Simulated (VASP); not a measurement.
Here is the system:

```xyz
2
Lattice="2.4553 0.0000 0.0000 -1.2277 2.1264 0.0000 0.0000 0.0000 3.9604" Properties=species:S:1:pos:R:3 pbc="T T T"
Co     1.2277     0.7088     2.9703
Co     0.0000     1.4176     0.9901
```
Starting moments (μB, in the order of the record's atoms Co Co): 1.6 1.6.

Calculation: PBEsol GGA, VASP's PBE PAW potentials (set 64) (plane waves; VASP 6.6.1). Run with 480 eV cut-off, 15×15×8 Γ-centred mesh, first-order Methfessel-Paxton smearing of 0.10 eV, potentials Co.

Predict the cell moment, energy per atom (σ→0), band gap (on the k-mesh) with the smallest direct gap where there is one.

- band gap (on the k-mesh): none (metal, semimetal or under 0.01 eV)
- cell moment: 3.16 μB
- energy per atom (σ→0): -746.5 kJ/mol of atoms

Give the moment on each site (PAW-sphere projection).

```
site  moment (μB)
----  -----------
Co1          1.59
Co2          1.59
```

Total energies compare only between runs with the same potentials, cut-off and functional.

The compound is Co in the hcp structure. It was relaxed first, which changed the volume by -7 %. The start is the result of an earlier pass.
